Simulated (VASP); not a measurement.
Method: LDA (Ceperley-Alder, Perdew-Zunger), VASP's LDA PAW potentials (set 64) (plane waves; VASP).

Gaps are without spin-orbit coupling.

- volume per atom = 21.73 Å³/atom
- band gap (over mesh and band path) = 0.42 eV
- smallest direct gap (over mesh and band path) = 2.66 eV

Problem. Which relaxed crystal gives these values?
A. AgBr, Fm-3m (225)
B. SrO, Fm-3m (225)
C. CsBH4, F-43m (216)
D. NaAuO2, C2/m (12)

Solution. A, AgBr, Fm-3m (225)
